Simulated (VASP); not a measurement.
Consider the following.

```
CELL_PARAMETERS angstrom
      2.07774    -3.59874     0.00000
      2.07774     3.59874     0.00000
      0.00000     0.00000     6.75431
ATOMIC_POSITIONS crystal
  Cd 0.66667 0.33333 0.50003
  Cd 0.33333 0.66667 0.00003
  S  0.66667 0.33333 0.87697
  S  0.33333 0.66667 0.37697
```

These are PBE GGA with D3 dispersion (zero damping), VASP's PBE PAW potentials (set 64) (plane waves; VASP) values and carry that method's errors. Run with 520 eV cut-off, Gaussian smearing of 0.050 eV, potentials Cd S.

**Question.** Predict the band gap (along the path) with the smallest direct gap where there is one.

**Answer.** 
```yaml
band gap (along the path): 1.19 eV
smallest direct gap (along the path): 1.19 eV
```

The absolute energy has meaning only against runs of the same code, potentials and settings.

The compound is CdS in the wurtzite structure. It was relaxed first.
